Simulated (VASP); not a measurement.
These are LDA (Ceperley-Alder, Perdew-Zunger), VASP's LDA PAW potentials (set 64) (plane waves; VASP) values and carry that method's errors.

Input for VASP

### INCAR
```
SYSTEM = Pd
PREC = Accurate; ENCUT = 400; LREAL = .FALSE.
LASPH = .TRUE.
EDIFF = 1E-6; NELM = 100; ALGO = Normal
LMAXMIX = 4
ISMEAR = 1; SIGMA = 0.1
IBRION = 2; NSW = 60; ISIF = 3
EDIFFG = -0.01
LWAVE = .FALSE.; LCHARG = .FALSE.
```

File KPOINTS:
```
Automatic mesh
0
Gamma
14 14 7
0 0 0
```

**POSCAR**
```
Pd
1
    2.6929848070     0.0000000000     0.0000000000
   -1.3464924035     2.3321933129     0.0000000000
   -0.0000000000     0.0000000000     4.5247047786
Pd
2
Direct
  0.6666670000   0.3333330000   0.7500000000
  0.3333330000   0.6666670000   0.2500000000
```

POTCAR, in this order: Pd (LDA.64 set). Program: vasp_std.

### Question
What will the output report for the number of irreducible k-points (NKPTS), number of bands (NBANDS), largest plane-wave count, number of space-group operations, FFT grid (NGX, NGY, NGZ)?

### Answer

The number of irreducible k-points (NKPTS) is 96 and the number of bands (NBANDS) is 14. The largest plane-wave count is 549. The number of space-group operations comes out as 24 and the FFT grid (NGX, NGY, NGZ) is 18 × 18 × 30.

The structure comes from a computed database's Pd entry (P6_3/mmc); how it stands against other phases isn't given here. This run relaxes it. Symmetry was kept, so distortions that lower it aren't found. The start is the result of an earlier pass.
